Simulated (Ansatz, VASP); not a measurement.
# Cross-check of WC (Qusongite) between VASP and Ansatz, part 2 of 2

Wanted: the spread between two codes on one cell, functional and k mesh. The cell is taken from a series of runs on this material, whose earlier steps may have relaxed, scaled, displaced or heated it; both programs get it as it stands.

VASP 6.6.1 and Ansatz 0.2.0.

So far: Set-up; VASP: zone-centre phonons, LDA.

## Step 3: Ansatz: zone-centre phonons, LDA

Level of this step: Ansatz beside VASP: Kohn-Sham DFT, plane waves, LDA (Ansatz).

Ansatz runs on its PAW soft_1 files.

The same cell, functional (in two slightly different forms), mesh and smearing now go to Ansatz, which takes its cutoff from its data sets.

input.yaml reads:

```yaml
crystal:
  lattice:
    - [2.8550899896, 0.0, 0.0]
    - [-1.4275449948, 2.4725804611, 0.0]
    - [0.0, 0.0, 2.8239068124]
  atoms:
    - { symbol: C, position: [0.6666666667, 0.3333333333, 0.5] }
    - { symbol: W, position: [0.0, 0.0, 0.0] }
kpoints:
  mp_grid: { grid: [18, 18, 16] }
hamiltonian:
  xc: lda
  pseudopotentials: { kind: paw, azcp: { folder: soft_1 }, xc_functional: pbe }
scf:
  occupations: { method: methfessel_paxton, width: 0.2 }
output:
  eigenvalues: true
phonons:
  method: dfpt
```

On the command line:

```sh
$ ansatz run input.yaml --threads 4 --pin off --max-ram 10240MiB --backend cpu --events-out ev --progress --plain --runs-dir out
```

Numbers of over 12 decimals in the logs are rounded to 6 here.

The program printed:

```text
zone centre: on kpoints.mp_grid the ground state, and the responses unless they are solved on pairs of k-points, stand on 819 of the mesh's 5184 k-points, reduced under 4 symmetry operations, with k and −k counted as one. Each operation leaves every solved displacement unchanged or reverses it
Engine: ansatz 0.2.0, aarch64-unknown-linux-gnu
Pseudopotentials: kind: paw
Pseudopotential: C, paw, valence charge 4, recommended cutoff 420 eV (normal), soft_1/C.paw.azcp
Pseudopotential: W, paw, valence charge 14, recommended cutoff 420 eV (normal), soft_1/W.paw.azcp
Functional definition: SPW92
  exchange = slater_x
  correlation = pw_c
Crystal: 2 atoms, lattice volume = 19.935 Å³
Basis set: ecut = 420 eV, 405 PW (Γ), exchange–correlation on 40×40×40 points (8 copies of the dense FFT grid, shifted against one another)
Bands: 13, of which v1, the nominal top of the filled ones, is band 9 counted from 1 (8 counted from 0)
Symmetry: 12 space group operations
k-points: 819 of 5184 (irreducible under 4 space group operations, time reversal used)
Non-local potential: C, projectors of the file, l = 0: 2, l = 1: 2, l = 2: 1
Non-local potential: W, projectors of the file, l = 0: 3, l = 1: 2, l = 2: 2, l = 3: 1
PAW form: soft (Blöchl's): semilocal exchange-correlation on the pseudo side does not see the compensation charge
PAW frozen core: C, regenerated for the run's functional, and the local potential with it (the file was generated under x = pbe(κ = 0.804, μ = 0.219515), c = pbe(β = 0.066725))
PAW frozen core: W, regenerated for the run's functional, and the local potential with it (the file was generated under x = pbe(κ = 0.804, μ = 0.219515), c = pbe(β = 0.066725))
PAW one-centre angular grid: C, 110 points (default); XC on 64 Gauss nodes
PAW one-centre angular grid: W, 590 points (default); XC on 64 Gauss nodes
Initial density: superposition of atomic densities (chi_scale 0.1, normalization cell, long waves kept (reshape's long-wave potential 0.00 eV rms))
Initial wavefunctions: pseudopotential atomic-orbital guess
Functional: x = slater, c = lda
SCF iter   1: F=—  HF=-10375.410710 eV  |F-HF|=—  |Δ(HF+E_count)|=         —  Δρ=1.36e-1  dr2=4.81e0  ethr=3.10e-3  ⟨swp⟩=5.0  Hψ=53373  notcnv=0
preconditioner: auto → none  [metal: Δε(μ)=0.034 eV  Ē_g=11.072 eV  σ=0.200 eV  W_gap=0.14  n_scr=8 (ndim 8)  ℏωp=26.3 eV  f_vac=0.000  D(μ)=0.19/eV (n_scr^D=0)  sad-step TF]
SCF iter   2: F=—  HF=-10374.796889 eV  |F-HF|=—  |Δ(HF+E_count)|=   6.14e-1  S|Δr|=    0.00e0  Δρ=9.49e-2  dr2=2.43e0  ethr=3.10e-3  ⟨swp⟩=2.0  Hψ=20286  notcnv=0
SCF iter   3: F=—  HF=-10374.167409 eV  |F-HF|=—  |Δ(HF+E_count)|=   6.29e-1  S|Δr|=    0.00e0  Δρ=6.70e-3  dr2=6.72e-3  ethr=3.10e-3  ⟨swp⟩=2.3  Hψ=18346  notcnv=0
SCF iter   4: F=—  HF=-10374.167724 eV  |F-HF|=—  |Δ(HF+E_count)|=   3.16e-4  S|Δr|=    0.00e0  Δρ=1.14e-3  dr2=1.13e-4  ethr=3.74e-5  ⟨swp⟩=1.9  Hψ=21619  notcnv=0
SCF iter   5: F=—  HF=-10374.167770 eV  |F-HF|=—  |Δ(HF+E_count)|=   4.54e-5  S|Δr|=    0.00e0  Δρ=1.47e-4  dr2=3.00e-6  ethr=6.30e-7  ⟨swp⟩=2.2  Hψ=15198  notcnv=0
SCF iter   6: F=—  HF=-10374.167768 eV  |F-HF|=—  |Δ(HF+E_count)|=   1.60e-6  S|Δr|=    0.00e0  Δρ=2.22e-5  dr2=6.07e-8  ethr=1.67e-8  ⟨swp⟩=2.6  Hψ=17624  notcnv=0
SCF iter   7: F=—  HF=-10374.167768 eV  |F-HF|=—  |Δ(HF+E_count)|=   2.70e-7  S|Δr|=    0.00e0  Δρ=4.60e-6  dr2=1.37e-9  ethr=3.37e-10  ⟨swp⟩=2.3  Hψ=15807  notcnv=0
SCF iter   8: F=-10374.167768 eV  HF=-10374.167768 eV  |F-HF|=3.64e-12  |Δ(HF+E_count)|=  1.46e-10  S|Δr|=    0.00e0  Δρ=4.41e-7  dr2=9.61e-12  ethr=1.00e-12  ⟨swp⟩=4.2  Hψ=52508  notcnv=0
SCF 1 converged in 8 iterations: F = -10374.167768 eV  dr2 = 9.61e-12
  greatest PAW one-centre occupation: 0.999 electrons in one spin orbital (limit 2), on the W atom at site 1 (counted from 0), in its partial waves of l = 0
DFPT response loops at Γ: preconditioner auto → Kerker (q_TF=auto, 2.682 Å⁻¹) (partly filled bands, converged f_vac=0.000); β = 1.00, the filter's whole step (`scf.mixing.beta` (0.50) is not read by the response loops under this deck's `scf.mixing.preconditioner`; to damp them name `kerker` or `kerker_dos`, under which they read `scf.mixing.beta`, and type it under 1.00, their step now; both keys bind the ground state too); Broyden in place of MSR1
SCF converged after 8 iterations
Stability not checked: this state was not tested for a lower state beside it, because cold or Methfessel-Paxton smearing, or corrected tetrahedra, fill the levels in a way that the test cannot read (fill_not_monotonic; see scf.lower_state_search)
Free energy (F): -10374.167768 eV
Harris-Foulkes:  -10374.167768 eV  (|F-HF|=3.64e-12)
Internal energy: -10374.167975 eV  (E = F + TS)
E sigma→0 (E₀):  -10374.167820 eV
Entropy (-TS):   0.000207 eV (0.103 meV/atom)
Fermi energy:    21.070484 eV
--- Per-component energies (eV) ---
  E_band       = -50.069645
  E_kinetic    = 513.429266
  E_local      = -579.204076  (includes V_loc(G=0)·N_el)
  E_nonlocal   = 4.085567
  E_hartree    = 239.893730
  E_xc         = -314.960559
  E_vxc        = -292.328199  (∫ρ·V_xc dr)
  E_paw        = -8416.933348  (= ΣΔE_a)
  E_vpaw       = -175.839795  (= ΣTr[D̂ρ^β])
  E_aug_tail   = 0.000158  (compensation charges beyond the density's cutoff)
  E_ewald      = -1820.824795
  E_core_change = 0.346082  (= ΣΔE_core)
  E_smearing   = 0.000207  (= −TS)
  E_closure    = 0.000000  (closes the sum)
  Σ components = -10374.167768   (vs F -10374.167768, Δ=0.00e0)
--- Band table (eV; the first three rows and the last of 819) ---
  k-point 0: bands = [... 5 lower, 16.4958, 17.6499, 17.6499, 21.0525, 24.4125, 24.4125, 26.8201, 26.8201]
  k-point 1: bands = [... 5 lower, 16.4528, 17.6943, 17.6943, 21.0429, 24.0526, 24.0526, 27.0429, 27.0429]
  k-point 2: bands = [... 5 lower, 16.2783, 17.8244, 17.8244, 21.0935, 23.2967, 23.2967, 27.3616, 27.3616]
  k-point 818: bands = [... 5 lower, 14.4740, 15.1908, 19.0818, 19.7367, 26.2606, 26.8255, 27.5332, 30.9573]
--- Phonons (Γ-DFPT): 4 representative perturbations + reference, on 819 of 5184 k-points (Σ response iterations 12) ---
  k mesh reduced under 4 symmetry operations, with k and −k counted as one. Each operation leaves every solved displacement unchanged or reverses it
  ASR residual: 2.658e-4 → 0.000e0 eV/Å²; symmetrization residual: 1.104e-6 eV/Å²
  ASR residual per site (eV/Å²): 9.19e-5 2.66e-4
  Γ frequencies (cm⁻¹): 0.00 0.00 0.00 611.65 639.34 639.34
  non-analytic LO–TO correction: not included (Born effective charges unavailable; polar crystals: no LO–TO splitting at Γ)
```

## Step 4: Differences

Known differences besides the potentials themselves: the two LDA forms differ slightly; the data sets hold 18 valence electrons in Ansatz (on its PAW soft_1 files) and 10 in VASP; the cutoff is 420 eV in Ansatz and 600 eV in VASP; VASP's log shows a relativistic correction to its local exchange, Ansatz's none. Total energies have different zeros and are not compared.

Both answers:

| quantity | Ansatz | VASP | difference |
| --- | --- | --- | --- |
| optical mode 1 (cm⁻¹) | 611.6 | 620.2 | -1.39 % |
| optical mode 2 to 3 (cm⁻¹) | 639.3 | 646.9 | -1.18 % |

Modes are paired by rising frequency, not by their patterns, so a pair may set unlike modes beside each other; they are those without the splitting of longitudinal modes.

## Step 5: Results

| Quantity | Value |
| --- | --- |
| r.m.s. difference of the optical zone-centre modes, each program's sorted by frequency (zone-centre phonons, LDA) | 8.0 cm⁻¹ |
| difference in optical mode 1 (zone-centre phonons, LDA) | -1.4 % |

**Reading.** The r.m.s. difference of the optical zone-centre modes, each program's sorted by frequency is 8.0 cm⁻¹ (zone-centre phonons, LDA). The data sets hold unlike numbers of valence electrons (18 in Ansatz and 10 in VASP), so part of the differences comes from the potentials. Among the rows given in per cent, the largest difference of the zone-centre phonons, LDA pair is in optical mode 1, -1.4 %. How closely two codes agree says nothing of how well the functional describes the real material.

[Lines on the potential files, build, host, timing and source positions are cut from VASP's logs without a mark.]

[Logs are printed without paths, hosts, clocks, repeated set-up lines and the standing remarks that a program may print on its own settings, such as how far it seeks lower states.]

[Hosts, paths, dates, database ids (printed as entryN), source tags and the programs' standing remarks are cut or masked in the printed files.]
